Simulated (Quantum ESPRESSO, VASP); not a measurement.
## One structure in several programs: Er (P6_3/mmc, 2 atoms in the cell)

Self-consistent single point.

```
Er
1.0
    1.77858    -3.08058     0.00000
    1.77858     3.08058     0.00000
    0.00000     0.00000     5.58553
Er
2
Cartesian
  1.77858   1.02686   1.39638
  1.77858  -1.02686   4.18915
```
Moments meant for the start (each program seeds them in its own way; μB, in the order of the atoms Er Er): 3.0 3.0.

All programs got the same cell, k-point mesh and kind of occupations, and the same starting moments (in Quantum ESPRESSO's words: occupations = smearing; smearing = fd; degauss = 0.0073499 Ry; nspin = 2; K_POINTS = automatic 7 7 4 0 0 0); potentials, basis and cutoffs are each program's usual ones.

| code | model | pressure (GPa) | size of the net moment (μB/atom) | cutoff |
|---|---|---|---|---|
| Quantum ESPRESSO | PBE, SSSP 1.1.2 efficiency (PBE) pseudopotentials | 1.88 | 2.28 | 50 Ry |
| VASP | PBE, VASP's PBE PAW potentials (set 64) | 1.31 | 2.37 | 300 eV |

The spread over the programs that give each value: pressure within 0.57 GPa; size of the net moment within 0.09 μB/atom.

The starting cell has typed, rounded lattice constants, without a prior relaxation at this level. Its lattice was rescaled by a random factor within 2.5 % of one. On Quantum ESPRESSO's run: Spin-orbit coupling is off. The magnetic order is the one reached from the typed start; others were not searched systematically. With U or open f shells several self-consistent states can exist. The f electrons are in the valence without U or exact exchange, which can misplace them near the Fermi level. Spin-orbit terms, which matter for f shells, are left out.

**Question.** Why do the programs differ, and what cannot be compared?

**Answer.** Differences of this kind can come from the potentials, where these differ, and from what each basis and cutoff leave unconverged. The zero of total energies and Fermi levels follows the potentials and each program's conventions, so they are not compared here. Site moments depend on each program's spheres or projections; the total moment of the cell does not.

VASP's run is marked for a possible Pulay error in its stress at this cutoff; no cutoff test was made.

Left out of this page: Ansatz (with a known weakness of the program); GPAW and Elk (failed or unconverged); FLEUR (not drawn, or without a comparable value).
